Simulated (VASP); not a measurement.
Data:

```
CELL_PARAMETERS angstrom
      4.13790     0.00000     0.00000
      0.00000     2.94511     3.01562
      0.00000    -2.94511     3.01562
ATOMIC_POSITIONS crystal
  Zr 0.50000 0.50744 0.50744
  Pb 0.00000 0.94846 0.94846
  O  0.50000 0.03023 0.56237
  O  0.50000 0.56237 0.03023
  O  0.00000 0.55849 0.55849
```

All values below come from r2SCAN meta-GGA, VASP's PBE PAW potentials (set 64) (plane waves; VASP). Numerical set-up: 520 eV cut-off, 6×6×6 Γ-centred mesh, tetrahedra with Blöchl corrections, potentials Zr_sv Pb_d O.

Unless said otherwise, spin-orbit coupling is left out, though it shifts the bands of the heavy elements here.

Question: Give the energies of bands 13 to 25 at the high-symmetry points, in eV from the valence-band maximum.

Answer: 
```
band      Γ      Y     C0      Z     A0      T      S      R
----  -----  -----  -----  -----  -----  -----  -----  -----
13    -6.10  -7.15  -7.15  -7.02  -6.87  -6.87  -6.92  -7.43
14    -3.02  -4.18  -4.18  -4.36  -4.76  -4.77  -3.92  -4.28
15    -2.88  -3.92  -3.91  -2.91  -4.32  -4.32  -3.15  -4.03
16    -2.71  -2.98  -2.97  -2.82  -4.22  -4.22  -2.92  -3.03
17    -1.60  -2.97  -2.97  -2.15  -3.90  -3.91  -2.06  -2.59
18    -1.38  -2.63  -2.63  -1.84  -3.82  -3.83  -1.76  -2.51
19    -1.35  -2.21  -2.21  -1.77  -3.29  -3.30  -1.73  -2.14
20    -1.34  -1.27  -1.27  -1.39  -0.61  -0.61  -1.29  -1.22
21    -1.26  -1.01  -1.01  -0.83  -0.48  -0.48  -0.91  -1.00
22    -0.79  -0.35  -0.35   0.00  -0.26  -0.26  -0.25  -0.54
23     3.95   4.91   4.91   3.66   6.28   6.32   3.11   4.93
24     4.45   5.16   5.16   4.79   6.36   6.34   4.27   5.21
25     4.65   5.34   5.34   5.31   6.42   6.43   5.63   5.40
```

The gap is indirect, 3.11 eV, from the valence maximum at Z to the conduction minimum at S.

The structure comes from a computed database's ZrPbO3 entry (Amm2); how it stands against other phases isn't given here. It was relaxed first.
